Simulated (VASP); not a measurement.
Input:

```yaml
crystal:
  lattice:
    - [-1.60500, 1.60500, 3.92500]
    - [1.60500, -1.60500, 3.92500]
    - [1.60500, 1.60500, -3.92500]
  atoms:
    - { symbol: Si, position: [0.66500, 0.66500, 0.00000] }
    - { symbol: Si, position: [0.33500, 0.33500, 0.00000] }
    - { symbol: Mo, position: [0.00000, 0.00000, 0.00000] }
```

Method: PBE GGA + U (Dudarev), VASP's PBE PAW potentials (set 64) (plane waves; VASP). Run with 400 eV cut-off, 12×12×12 Γ-centred mesh, first-order Methfessel-Paxton smearing of 0.10 eV, potentials Si Mo_sv, U − J: Mo 2.00 eV.

### Question
Give the force on each atom (eV/Å).

### Answer

```csv
atom,Fx,Fy,Fz
Si1,0.000,0.000,-0.072
Si2,0.000,0.000,0.072
Mo3,0.000,0.000,0.000
```

### Question
Give the stress tensor in GPa (positive for a compressed cell).

### Answer

```
2.38  0.00  0.00
0.00  2.38  0.00
0.00  0.00  2.57
```
The pressure is its mean diagonal, 2.44 GPa.

The compound is MoSi2 in the MoSi2 type structure. The cell was not relaxed at this level. The run is one of a series of settings (LDAU = .TRUE., LDAUJ = 0 0, LDAUL = -1 2, LDAUTYPE = 2, LDAUU = 0 2.0 against the base run), some of them coarse on purpose.
